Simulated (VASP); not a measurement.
Here is the system:

```
CELL_PARAMETERS angstrom
      1.87618    -3.24964     0.00000
      1.87618     3.24964     0.00000
      0.00000     0.00000     6.07598
ATOMIC_POSITIONS crystal
  Zr 0.00000 0.00000 0.00000
  Se 0.33333 0.66667 0.26170
  Se 0.66667 0.33333 0.73830
```

The numbers are results of vdW-DF-cx, VASP's PBE PAW potentials (set 64) (plane waves; VASP), not measurements. Run with 520 eV cut-off, Gaussian smearing of 0.050 eV, potentials Zr_sv Se.

Task: Estimate the band gap (along the path) with the smallest direct gap where there is one.

Result: 
```json
{
  "band gap (along the path)": "0.08 eV",
  "smallest direct gap (along the path)": "0.95 eV"
}
```

Total energies compare only between runs with the same potentials, cut-off and functional.

The compound is ZrSe2 in the 1T layered structure. It was relaxed first.
